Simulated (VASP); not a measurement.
# VMoO2 (R-3m) in VASP: single point with r2SCAN

Aim: the single point of VMoO2 with r2SCAN.

All numbers are computed with VASP 6.6.1; they aren't measurements. Logs are shortened: lines on timing, memory, paths and dates and some standing lists are left out, and cuts for length are marked.

## 1. The structure

Symmetry: R-3m, No. 166, trigonal system. Conventional cell: a = 2.857 Å, b = 2.857 Å, c = 15.609 Å, α = 90.00°, β = 90.00°, γ = 120.00°. Around V (site symmetry -3m) lie 6 O at 1.96 Å. Around Mo (site symmetry -3m) lie 6 O at 2.25 Å. Around O (site symmetry 3m) lie 3 V at 1.96 Å and 3 Mo at 2.25 Å.

The cell was built by a generator and needn't be a form met in nature.

## 2. Single point, r2SCAN

File POSCAR:

```
VMoO2
1.0
    1.4283194700      2.4739219800      0.0000000000
   -1.4283194700      2.4739219800      0.0000000000
    0.0000000000     -1.6492780200      5.2030037400
V Mo O
1 1 2
Direct
    0.5000000000      0.5000000000      0.5000000000
    0.0000000000      0.0000000000      0.0000000000
    0.2350000000      0.2350000000      0.7050000000
    0.7650000000      0.7650000000      0.2950000000
```

File INCAR.step1:

```
  ALGO = Normal
  EDIFF = 1E-4
  ENCUT = 520
  GGA = PE
  ISMEAR = -5
  LASPH = T
  LCHARG = F
  LMAXMIX = 4
  LREAL = F
  LWAVE = T
  NBANDS = 28
  NELM = 100
  PREC = Accurate
  SIGMA = 0.1
```

File INCAR.step2:

```
  ALGO = Normal
  EDIFF = 1E-6
  ENCUT = 520
  ISIF = 2
  ISMEAR = -1
  ISTART = 1
  LASPH = T
  LCHARG = F
  LMAXMIX = 4
  LMIXTAU = T
  LORBIT = 11
  LREAL = F
  LWAVE = F
  METAGGA = R2SCAN
  NBANDS = 28
  NELM = 100
  PREC = Accurate
  SIGMA = 0.1
```

File KPOINTS:

```
k-points
0
Gamma
  10 10 10
```

Potentials or basis: VASP PAW PBE potentials, release 64 (V_sv, Mo_sv, O).

Launch:

```sh
$ cat potpaw_PBE.64/V_sv/POTCAR potpaw_PBE.64/Mo_sv/POTCAR potpaw_PBE.64/O/POTCAR > POTCAR
$ cp INCAR.step1 INCAR
$ mpirun -np 1 vasp_std > vasp.out
$ cp INCAR.step2 INCAR
$ mpirun -np 1 vasp_std > vasp.out
```

OUTCAR:

```text
EDIFF = 1E-6
   ENCUT = 520
   ISIF = 2
   ISMEAR = -1
   ISTART = 1
   LASPH = T
   LORBIT = 11
   LREAL = F
   METAGGA = R2SCAN
   NELM = 100
   PREC = Accurate

 ion  position               nearest neighbor table
   1  0.500  0.500  0.500-   3 1.96   4 1.96   3 1.96   3 1.96   4 1.96   4 1.96   2 3.08   2 3.08
                             2 3.08   2 3.08   2 3.08   2 3.08
   2  0.000  0.000  0.000-   3 2.25   4 2.25   4 2.25   4 2.25   3 2.25   3 2.25   1 3.08   1 3.08
                             1 3.08   1 3.08   1 3.08   1 3.08
   3  0.235  0.235  0.705-   1 1.96   1 1.96   1 1.96   2 2.25   2 2.25   2 2.25
   4  0.765  0.765  0.295-   1 1.96   1 1.96   1 1.96   2 2.25   2 2.25   2 2.25

  LATTYP: Found a trigonal (rhomboedric) cell.
 ALAT       =     5.4581482288
 COS(alpha) =     0.8630411193

  Lattice vectors:

 A1 = (  -1.4283194700,   0.8246439600,   5.2030037400)
 A2 = (   0.0000000000,  -1.6492780200,   5.2030037400)
 A3 = (   1.4283194700,   0.8246439600,   5.2030037400)

Analysis of symmetry for initial positions (statically):
=====================================================================
 Subroutine PRICEL returns:
 Original cell was already a primitive cell.

 Routine SETGRP: Setting up the symmetry group for a
 trigonal (rhombohedral) supercell.

 Subroutine GETGRP returns: Found 12 space group operations
 (whereof 12 operations were pure point group operations)
 out of a pool of 12 trial point group operations.

The static configuration has the point symmetry D_3d.

Analysis of symmetry for dynamics (positions and initial velocities):
=====================================================================
 Subroutine PRICEL returns:
 Original cell was already a primitive cell.

 Routine SETGRP: Setting up the symmetry group for a
 trigonal (rhombohedral) supercell.

 Subroutine GETGRP returns: Found 12 space group operations
 (whereof 12 operations were pure point group operations)
 out of a pool of 12 trial point group operations.

The dynamic configuration has the point symmetry D_3d.

 Subroutine INISYM returns: Found 12 space group operations
 (whereof 12 operations are pure point group operations),
 and found     1 'primitive' translations

----------------------------------------------------------------------------------------

                                     Primitive cell

  volume of cell :      36.7702

  direct lattice vectors                    reciprocal lattice vectors
     1.428319470  2.473921980  0.000000000     0.350061741  0.202108233  0.064065429
    -1.428319470  2.473921980  0.000000000    -0.350061741  0.202108233  0.064065429
     0.000000000 -1.649278020  5.203003740     0.000000000  0.000000000  0.192196671

  length of vectors
     2.856639017  2.856639017  5.458146746     0.409261945  0.409261945  0.192196671

  position of ions in fractional coordinates (direct lattice)
     0.500000000  0.500000000  0.500000000
     0.000000000  0.000000000  0.000000000
     0.235000000  0.235000000  0.705000000
     0.765000000  0.765000000  0.295000000

  ion indices of the primitive-cell ions
   primitive index   ion index
                 1           1
                 2           2
                 3           3
                 4           4

----------------------------------------------------------------------------------------

 KPOINTS: k-points

Automatic generation of k-mesh.
 Grid dimensions read from file:
 generate k-points for:   10   10   10

 Generating k-lattice:

  Cartesian coordinates                     Fractional coordinates (reciprocal lattice)
     0.035006174  0.020210823  0.006406543     0.100000000 -0.000000000  0.000000000
    -0.035006174  0.020210823  0.006406543    -0.000000000  0.100000000  0.000000000
     0.000000000  0.000000000  0.019219667     0.000000000  0.000000000  0.100000000

  Length of vectors
     0.040926194  0.040926194  0.019219667

  Shift w.r.t. Gamma in fractional coordinates (k-lattice)
     0.000000000  0.000000000  0.000000000

 Subroutine IBZKPT returns following result:
 ===========================================

 Found    116 irreducible k-points:

 Following reciprocal coordinates:
            Coordinates               Weight
  0.000000  0.000000  0.000000      1.000000
  0.100000  0.000000 -0.000000      6.000000
  0.200000  0.000000 -0.000000      6.000000
  0.300000  0.000000  0.000000      6.000000
  0.400000  0.000000  0.000000      6.000000
  0.500000  0.000000  0.000000      3.000000
[... 16 lines left out ...]
  0.300000  0.300000  0.000000      6.000000
  0.400000  0.300000  0.000000     12.000000
 [... further k-points ...]
   k-points           NKPTS =    116   k-points in BZ     NKDIM =    116   number of bands    NBANDS=     28
   number of dos      NEDOS =    301   number of ions     NIONS =      4
   total plane-waves  NPLWV =  24192
   dimension x,y,z NGX =    24 NGY =   24 NGZ =   42
   dimension x,y,z NGXF=    48 NGYF=   48 NGZF=   84
   ions per type =               1   1   2
   NGX,Y,Z   is equivalent  to a cutoff of  13.97, 13.97, 12.79 a.u.
   NGXF,Y,Z  is equivalent  to a cutoff of  27.93, 27.93, 25.58 a.u.
 SYSTEM =  unknown system
   PREC   = accura    normal or accurate (medium, high low for compatibility)
   ISTART =      1    job   : 0-new  1-cont  2-samecut
   ICHARG =      0    charge: 1-file 2-atom 10-const
   ISPIN  =      1    spin polarized calculation?
   LNONCOLLINEAR =      F non collinear calculations
   LSORBIT =      F    spin-orbit coupling
   LASPH  =      T    aspherical Exc in radial PAW
   ENCUT  =  520.0 eV  38.22 Ry    6.18 a.u.   5.31  5.31 10.15*2*pi/ulx,y,z
   NELM   =    100;   NELMIN=  2; NELMDL=  0     # of ELM steps
   EDIFF  = 0.1E-05   stopping-criterion for ELM
   LREAL  =      F    real-space projection
   EDIFFG = 0.1E-04   stopping-criterion for IOM
   NSW    =      0    number of steps for IOM
   IBRION =     -1    ionic relax: 0-MD 1-quasi-New 2-CG
   NFREE  =      0    steps in history (QN), initial steepest desc. (CG)
   ISIF   =      2    stress and relaxation
   ISYM   =      2    0-nonsym 1-usesym 2-fastsym
   POTIM  = 0.5000    time-step for ionic-motion
   TEBEG  =    0.0;   TEEND  =   0.0 temperature during run
   PSTRESS=    0.0 pullay stress
   NELECT =      39.0000    total number of electrons
   NUPDOWN=      -1.0000    fix difference up-down
   EMIN   =  10.00;   EMAX   =-10.00  energy-range for DOS
   EFERMI =   0.00;   METHOD = LEGACY
   ISMEAR =    -1;   SIGMA  =   0.10  broadening in eV -4-tet -1-fermi 0-gaus
   EFERMI_NEDOS =   21; number of points for ismear=-14 and -15
   IALGO  =     38    algorithm
   IMIX   =      4    mixing-type and parameters
     AMIX     =   0.40;   BMIX     =  1.00
     AMIX_MAG =   1.60;   BMIX_MAG =  1.00
  volume/ion in A,a.u.               =       9.19        62.03
  Fermi-wavevector in a.u.,A,eV,Ry     =   1.669544  3.154981 37.924569  2.787377
  Thomas-Fermi vector in A             =   2.755198
   LORBIT       =     11    0 simple, 1 ext, 2 COOP (PROOUT), +10 PAW based schemes
   METAGGA = R2SCAN    functional components
   LHFCALC =     F    Hartree Fock is set to
   AEXX    =    0.0000 exact exchange contribution
   IVDW    =     0    specifies the selected vdW correction
   LEPSILON=     F    determine dielectric tensor
   LRPA    =     F    only Hartree local field effects (RPA)
 non-spin polarized calculation
  energy-cutoff  :      520.00
  volume of cell :       36.77
 maximum number of plane-waves:      1003
 NGX is ok and might be reduce to    24

 number of electron      39.0000006 magnetization

 Free energy of the ion-electron system (eV)
  ---------------------------------------------------
  ext. energy  EPLUGINS =         0.00000000
  ---------------------------------------------------
  free energy    TOTEN  =       -56.19768208 eV

  energy without entropy =      -56.04654351  energy(sigma->0) =      -56.12211279

 E-fermi :  13.7234     XC(G=0): -14.6197

 val. band max:       13.7134801802   @ k =   0.2000   0.0000   0.2000
 cond. band min:      13.7290010463   @ k =  -0.4000   0.0000   0.2000
 fundamental gap:      0.0155208662
 Fermi energy:        13.7233804475

 k-point     1 :       0.0000    0.0000    0.0000
  band No.  band energies     occupation
      1     -54.1003      2.00000
      2     -50.7032      2.00000
      3     -27.0873      2.00000
      4     -26.7293      2.00000
      5     -26.7292      2.00000
      6     -24.4329      2.00000
[... 20 lines left out ...]
     27      17.5855      0.00000
     28      18.8187      0.00000

 k-point     2 :       0.1000    0.0000   -0.0000
  band No.  band energies     occupation
      1     -54.0936      2.00000
      2     -50.6890      2.00000
      3     -27.0704      2.00000
      4     -26.7848      2.00000
      5     -26.7401      2.00000
      6     -24.4163      2.00000
[... 20 lines left out ...]
     27      17.5346      0.00000
     28      19.8267      0.00000

 k-point     3 :       0.2000    0.0000   -0.0000
  band No.  band energies     occupation
      1     -54.0758      2.00000
      2     -50.6517      2.00000
      3     -27.0273      2.00000
      4     -26.9270      2.00000
      5     -26.7683      2.00000
      6     -24.3717      2.00000
[... 20 lines left out ...]
     27      17.3913      0.00000
     28      21.6845      0.00000

 k-point     4 :       0.3000    0.0000    0.0000
  band No.  band energies     occupation
      1     -54.0538      2.00000
      2     -50.6052      2.00000
      3     -27.1043      2.00000
      4     -26.9682      2.00000
      5     -26.8030      2.00000
      6     -24.3155      2.00000
[... 20 lines left out ...]
     27      18.6426      0.00000
     28      23.6483      0.00000

 k-point     5 :       0.4000    0.0000    0.0000
  band No.  band energies     occupation
      1     -54.0360      2.00000
      2     -50.5673      2.00000
      3     -27.2400      2.00000
      4     -26.9250      2.00000
      5     -26.8309      2.00000
      6     -24.4247      2.00000
[... 20 lines left out ...]
     27      19.3733      0.00000
     28      23.9410      0.00000

 k-point     6 :       0.5000    0.0000    0.0000
  band No.  band energies     occupation
      1     -54.0291      2.00000
      2     -50.5527      2.00000
      3     -27.2913      2.00000
      4     -26.9082      2.00000
      5     -26.8416      2.00000
      6     -24.5194      2.00000
[... 463 lines left out ...]
      5     -26.9095      2.00000
      6     -24.3482      2.00000
[... 20 lines left out ...]
     27      20.6834      0.00000
     28      25.0432      0.00000

 k-point    22 :      -0.2000    0.2000    0.0000
  band No.  band energies     occupation
      1     -54.0436      2.00000
      2     -50.5835      2.00000
      3     -27.1274      2.00000
      4     -26.9517      2.00000
      5     -26.8715      2.00000
      6     -24.2845      2.00000
[... 20 lines left out ...]
     27      18.9762      0.00000
     28      24.6084      0.00000

 k-point    23 :       0.3000    0.3000    0.0000
  band No.  band energies     occupation
      1     -54.0538      2.00000
      2     -50.6052      2.00000
      3     -27.1063      2.00000
      4     -26.9701      2.00000
      5     -26.8033      2.00000
      6     -24.3151      2.00000
[... 20 lines left out ...]
     27      17.5135      0.00000
     28      22.6553      0.00000

 k-point    24 :       0.4000    0.3000    0.0000
  band No.  band energies     occupation
      1     -54.0415      2.00000
      2     -50.5790      2.00000
      3     -27.1771      2.00000
      4     -26.9436      2.00000
      5     -26.8471      2.00000
      6     -24.3038      2.00000
[... 20 lines left out ...]
     27      18.5297      0.00000
     28      23.1197      0.00000

 [... further k-points ...]
[... 5 lines left out ...]
  --------------------------------------------------------------------------------------
  -------------------------------------------------------------------------------------
  Total        4.4423649      4.4423652      8.8663718      0.0000000      0.0000056      0.0000000
  in kB      193.5661109    193.5661248    386.3323112      0.0000000      0.0002450      0.0000000
  external PRESSURE =     257.8215156 kB  Pullay stress =       0.0000000 kB

 VOLUME and BASIS-vectors are now :
 -----------------------------------------------------------------------------
  energy-cutoff  :      520.00
  volume of cell :       36.77
      direct lattice vectors                 reciprocal lattice vectors
     1.428319470  2.473921980  0.000000000     0.350061741  0.202108233  0.064065429
    -1.428319470  2.473921980  0.000000000    -0.350061741  0.202108233  0.064065429
     0.000000000 -1.649278020  5.203003740     0.000000000  0.000000000  0.192196671

 POSITION                                       TOTAL-FORCE (eV/Angst)
 -----------------------------------------------------------------------------------
      0.00000      1.64928      2.60150        -0.000000     -0.000000      0.000000
      0.00000      0.00000      0.00000         0.000000     -0.000000      0.000000
      0.00000      0.00000      3.66812         0.000000      0.000001      2.293851
      0.00000      3.29856      1.53489         0.000000     -0.000001     -2.293851
 -----------------------------------------------------------------------------------
    total drift:                               -0.000000      0.000000     -0.000000

  FREE ENERGIE OF THE ION-ELECTRON SYSTEM (eV)
  ---------------------------------------------------
  free  energy   TOTEN  =       -56.1976820795 eV

  energy  without entropy=      -56.0465435100  energy(sigma->0) =      -56.12211279

 total charge

# of ion       s       p       d       tot
------------------------------------------
    1        2.224   6.257   3.329  11.810
    2        2.196   6.133   4.038  12.367
    3        1.559   3.584   0.000   5.143
    4        1.559   3.584   0.000   5.143
--------------------------------------------------
tot          7.539  19.558   7.367  34.464
```

Run time: 5.8 min. Hardware: 1 thread of AMD EPYC 9R45 (Zen 5), shared host; peak memory 0.22 GiB.

Results:

* Free energy: -56.1977 eV
* Pressure: 25.8 GPa
* Largest force: 2.294 eV/Å
* Band gap on the k mesh: none (metal or under the smearing width)
* Valence electrons inside the program's atomic spheres: V 11.81; Mo 12.37; O 5.14

Forces in eV/Å, atoms in the order of the input:
```
V    0.000  0.000  0.000
Mo   0.000  0.000  0.000
O    0.000  0.000  2.294
O    0.000  0.000 -2.294
```

Stress tensor (GPa, compression positive):
```
19.36  0.00  0.00
 0.00 19.36  0.00
 0.00  0.00 38.63
```

Caveat: so large a pressure means that the cell lies far from this level's equilibrium, or that cutoff or potentials fall short; the potentials were made for another functional, which shifts forces and pressure; an odd number of electrons without spin polarisation forces a metal; a magnetic or distorted state may lie lower; the run has no spin polarisation, though such a crystal can be magnetic; semilocal functionals often make such compounds metallic where correlation or magnetic order opens a gap, which also shifts bond lengths. With open d or f shells a metallic result of r2SCAN can be an artefact of self-interaction; +U or a hybrid may open a gap.
